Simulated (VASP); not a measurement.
A convergence study with VASP on BaTiO$_{3}$ (cubic perovskite): a few settings are varied, all else stays as given below, so the limit is that of these other settings. The cell's lengths are 1 % over those of the tabulated start and one atom is moved, so it is off equilibrium.

```yaml
crystal:
  lattice:
    - [4.04000, 0.00000, 0.00000]
    - [0.00000, 4.04000, 0.00000]
    - [0.00000, 0.00000, 4.04000]
  atoms:
    - { symbol: Ba, position: [0.00000, 0.00000, 0.00000] }
    - { symbol: Ti, position: [0.50000, 0.50000, 0.50000] }
    - { symbol: O, position: [0.50000, 0.00000, 0.50000] }
    - { symbol: O, position: [0.00000, 0.50000, 0.50000] }
    - { symbol: O, position: [0.51500, 0.50000, 0.00000] }
```

Calculation: PBEsol GGA, VASP's PBE PAW potentials (set 64) (plane waves; VASP 6.6.1). The last row used: LREAL = Auto, 700 eV cut-off, 4×4×4 Γ-centred mesh, Gaussian smearing of 0.050 eV, potentials Ba_sv Ti_sv O.

Unless said otherwise, spin-orbit coupling is left out, though it shifts the bands of the heavy elements here. Gaps are read on the run's mesh, which can miss a band edge.

| setting | E (eV/atom) | pressure (GPa) | largest force (eV/Å) | gap on the mesh (eV) | plane waves |
|---|---|---|---|---|---|
| ENCUT = 400, LREAL = .FALSE., PREC = Normal | … | … | 0.298 | 1.632 | 1222 |
| ENCUT = 500, LREAL = .FALSE., PREC = Normal | -8.3800 | -6.80 | 0.296 | 1.625 | 1743 |
| ENCUT = 600, LREAL = .FALSE., PREC = Normal | -8.3810 | -6.85 | 0.296 | 1.626 | 2272 |
| ENCUT = 700, LREAL = .FALSE., PREC = Normal | -8.3826 | -6.88 | 0.296 | 1.627 | 2800 |
| ENCUT = 500, LREAL = .FALSE., PREC = Accurate | -8.3799 | -6.80 | 0.296 | 1.625 | 1743 |
| ENCUT = 600, LREAL = .FALSE., PREC = Accurate | -8.3810 | -6.86 | 0.296 | 1.626 | 2272 |
| ENCUT = 400, LREAL = Auto, PREC = Normal | -8.3888 | -11.29 | 0.294 | 1.632 | 1222 |
| ENCUT = 500, LREAL = Auto, PREC = Normal | -8.3802 | -6.82 | 0.331 | 1.625 | 1743 |
| ENCUT = 600, LREAL = Auto, PREC = Normal | -8.3813 | -6.74 | 0.292 | 1.626 | 2272 |
| ENCUT = 700, LREAL = Auto, PREC = Normal | … | … | … | 1.627 | 2800 |
| ENCUT = 400, LREAL = Auto, PREC = Accurate | -8.3883 | -11.48 | 0.298 | 1.632 | 1222 |
| ENCUT = 500, LREAL = Auto, PREC = Accurate | -8.3807 | -6.76 | 0.295 | 1.625 | 1743 |
| ENCUT = 600, LREAL = Auto, PREC = Accurate | -8.3811 | -6.82 | 0.294 | 1.626 | 2272 |
| ENCUT = 700, LREAL = Auto, PREC = Accurate | -8.3827 | -6.87 | 0.295 | 1.627 | 2800 |

### Question
Fill in the missing entries.

### Answer

- ENCUT = 400, LREAL = .FALSE., PREC = Normal, E (eV/atom): -8.3897
- ENCUT = 400, LREAL = .FALSE., PREC = Normal, pressure (GPa): -11.39
- ENCUT = 700, LREAL = Auto, PREC = Normal, E (eV/atom): -8.3821
- ENCUT = 700, LREAL = Auto, PREC = Normal, pressure (GPa): -6.78
- ENCUT = 700, LREAL = Auto, PREC = Normal, largest force (eV/Å): 0.288

Left out are rungs that failed or repeat a setting and relaxations that didn't move; long series are thinned to 24 rows.

The compound is BaTiO3 in the cubic perovskite structure, the ideal cubic form; the compound distorts at low or room temperature. The cell was not relaxed at this level, it is distorted from the ideal structure.
